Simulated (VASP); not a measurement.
# Conduction-valley splitting of diamond under biaxial (001) strain at TB-mBJ

Electrons in a diamond device are shared among six equivalent valleys, each heavier along its own axis than across it. A strain that lowers some of these valleys therefore changes the effective mass along the current and the scattering between valleys. We need to know which valleys a strained (001) layer fills, and how far the others lie above them.

We calculated the band edges with TB-mBJ on LDA-relaxed cells, for in-plane strains from −2 % to +2 % with the normal stress relaxed to zero. Level energies are counted from the valence-band top at the zone centre. The splitting is the [100] valley less the [001] valley, so a positive value means that [001] is lower.

## Systems and settings

The start is a typed prototype cell. The crystal was relaxed with LDA. Equal strain is imposed in the (001) plane; the strain along the normal is adjusted until the normal stress vanishes, and the atoms are relaxed with LDA. VASP 6.6.1, plane waves with PAW, cutoff 600 eV, no spin polarisation. Band edges are single points at TB-mBJ (no spin-orbit coupling) on these cells, k mesh 11×11×11, read on short lines of k points at the zone centre and through the valleys; energies are counted from the valence-band top at the zone centre.  All levels use the PAW data sets made with LDA.

Notes on method and selection:

- A valley's energy from the valence-band top holds the shift of that top as well as the shift of the valley.
- The TB-mBJ parameter c is fixed anew from the density of each cell, so it changes along the series.
- Runs that did not converge, have known faults or may not be shown are not listed, and runs on Ansatz's PAW sets soft_1 and soft_2 are kept to separate tables.

Columns:

- strain (%): strain in the plane (tension positive).
- splitting (eV): valley along [100] less valley along [001].
- Δ [001] (eV): minimum of the conduction band along Γ–X in the [001] direction.
- Δ [100] (eV): minimum of the conduction band along Γ–X in the [100] direction.
- L [111] (eV): conduction level at L along [111].
- Γ level (eV): lowest conduction level at Γ.

## Numbers

| member | strain (%) | splitting (eV) | Δ [001] (eV) | Δ [100] (eV) | L [111] (eV) | Γ level (eV) |
| --- | --- | --- | --- | --- | --- | --- |
| −2 % | −2.0 | −0.632 | 5.328 | 4.697 | 9.158 | 6.545 |
| −1.5 % | −1.5 | −0.471 | 5.243 | 4.772 | 9.286 | 6.584 |
| −1 % | −1.0 | −0.313 | 5.159 | 4.846 | 9.409 | 6.623 |
| −0.5 % | −0.5 | −0.155 | 5.074 | 4.919 | 9.527 | 6.661 |
| 0 % | 0.0 | −0.001 | 4.991 | 4.990 | 9.623 | 6.698 |
| +0.5 % | 0.5 | 0.153 | 4.804 | 4.956 | 9.413 | 6.552 |
| +1 % | 1.0 | 0.303 | 4.620 | 4.922 | 9.158 | 6.408 |
| +1.5 % | 1.5 | 0.450 | 4.440 | 4.890 | 8.907 | 6.268 |
| +2 % | 2.0 | 0.596 | 4.263 | 4.859 | 8.660 | 6.131 |

Least-squares fits to the whole series, with x = strain (%); R² and errors in the fitted variable (y, or ln y where the fit is in ln y):

| y | members | fit | R² | rms residual | leave-one-out rms | the same for the mean of the others |
| --- | --- | --- | --- | --- | --- | --- |
| splitting (eV) | 9 | y = −0.007778 + 0.3072 x | 1.00 | 0.0065 | 0.0093 | 0.45 |
| Δ [001] (eV) | 9 | y = 4.880 − 0.2672 x | 0.97 | 0.064 | 0.087 | 0.39 |

## Mechanism

Tension puts the two valleys along ±[001] lowest; compression puts the four in-plane valleys along ±[100] and ±[010] lowest. The splitting runs from −0.632 eV at −2 % to 0.596 eV at +2 %, with a fitted slope of 0.3072 eV per % of strain. The lowest level at Γ stays at least 6.698 − 4.990 = 1.708 eV above the lowest valley in every row, and L is higher still.

To first order the splitting is $\Xi_u(\varepsilon_\parallel-\varepsilon_\perp)$, where $\Xi_u$ is the shear deformation potential of the valley. Diamond contracts along the normal by roughly a quarter of the in-plane tension, so the strain difference is about 1 + 0.25 = 1.25 times the in-plane strain. With the slope taken per unit strain instead of per %, $\Xi_u$ is roughly 0.3072 × 100 / 1.25 = 24.6 eV.

The sign can be understood from the bonding. Near X along [001], the conduction state is an antibonding mixture of s on one atom and $p_z$ on its neighbours. In-plane tension tilts the bonds towards the plane, which weakens this coupling and lowers the state. The matching coupling for the [100] valley involves $p_x$. The tilt favours it, which offsets part of the weakening from longer bonds, so that valley rises relative to [001].

The separate valley energies also carry the shift of the valence top, which is a degenerate pair under compression and a single state under tension. This puts a kink at zero strain:

- The slope of the [001] valley changes from (4.991 − 5.074) / 0.5 = −0.166 to (4.804 − 4.991) / 0.5 = −0.374 eV per %.
- The slope of the [100] valley changes from (4.990 − 4.919) / 0.5 = 0.142 to (4.956 − 4.990) / 0.5 = −0.068 eV per %.

Both slopes drop by about 0.21 eV per %, which is the rate at which the valence single state and pair separate. The kink cancels in the splitting but not in the gap. The gap shrinks faster under tension, through the combined shifts of the valence top and of whichever valley is lowest. At +2 % the lowest valley is 4.990 − 4.263 = 0.727 eV below its unstrained energy, against 4.990 − 4.697 = 0.293 eV at −2 %.

## Exceptions

Largest departures from the fit to the whole series:

| member | splitting (eV) | fit | computed − fit | in rms residuals |
| --- | --- | --- | --- | --- |
| +2 % | 0.596 | 0.607 | −0.011 | 1.6 |
| −2 % | −0.632 | −0.622 | −0.010 | 1.5 |
| +0.5 % | 0.153 | 0.146 | +0.007 | 1.1 |
| 0 % | −0.001 | −0.008 | +0.007 | 1.0 |

The largest departures from the splitting line are −0.011 eV at +2 % and −0.010 eV at −2 %, while the rows near zero lie slightly above it. This pattern is a weak bend. The local slope falls from (0.632 − 0.471) / 0.5 = 0.322 eV per % at the compressed end to (0.596 − 0.450) / 0.5 = 0.292 at the stretched end. Longer bonds under tension weaken the orbital couplings, which acts in this direction; other second-order strain terms may contribute.

The straight line for the [001] valley energy fails more visibly. At zero strain it gives 4.880 eV against the computed 4.991 eV, because one line is drawn through the kink from the valence top.

The L level at zero strain also falls a few hundredths of an eV below the continuation of its neighbours on either side. A change in which of several close levels at L is lowest is a possible reason. It has no bearing on the valley order.

The −0.001 eV splitting at zero strain reflects the very small normal strain left in that cell and is not a real preference for [100].

## Applications

**What tension places the [001] valleys 0.20 eV below the in-plane ones?**

The rows at +0.5 % and +1 % bracket the target, with splittings of 0.153 and 0.303 eV. The local slope is (0.303 − 0.153) / 0.5 = 0.300 eV per %. The strain needed is 0.5 + (0.20 − 0.153) / 0.300 = 0.66 %. The fitted line gives (0.20 + 0.0078) / 0.3072 = 0.68 %, so about 0.7 % is a sound target.

**Is +0.5 % enough to empty the in-plane valleys at room temperature?**

The thermal energy is roughly 0.026 eV, and 0.153 / 0.026 = 5.9. The Boltzmann factor is exp(−5.9) = 0.0027. Four upper valleys face two lower ones, so the population ratio is 2 × 0.0027 = 0.005. In equilibrium about half a per cent of the electrons remain in the in-plane valleys. Hot electrons in a high field would populate them more.

**Can the shift of the [001] valley from the valence top stand in for the splitting?**

At +1 % that valley falls by 4.991 − 4.620 = 0.371 eV, while the splitting is 0.303 eV. At −1 % it rises by 5.159 − 4.991 = 0.168 eV, while the splitting has a size of 0.313 eV. The shift overstates the splitting in one case and gives about half of it in the other. The two valleys should be subtracted within the same cell.

## Closing remarks

Between −2 % and +2 %, the valley splitting of diamond is close to linear at about 0.31 eV per % of in-plane strain, and its sign decides which valleys fill. The gap needs a separate slope for each sign of strain.

TB-mBJ puts the unstrained gap at 4.990 eV, below the measured gap of diamond. Lattice vibrations, including zero-point motion, are left out and would lower the calculated gap further. Spin-orbit coupling would raise the valence top very slightly, lowering all tabled levels by the same small amount in a given cell and leaving the splitting almost unchanged.

The TB-mBJ parameter $c$ changes from cell to cell, which can affect the gap slopes. Its effect on the splitting should be smaller, since both valleys are taken from one cell with one value of $c$.
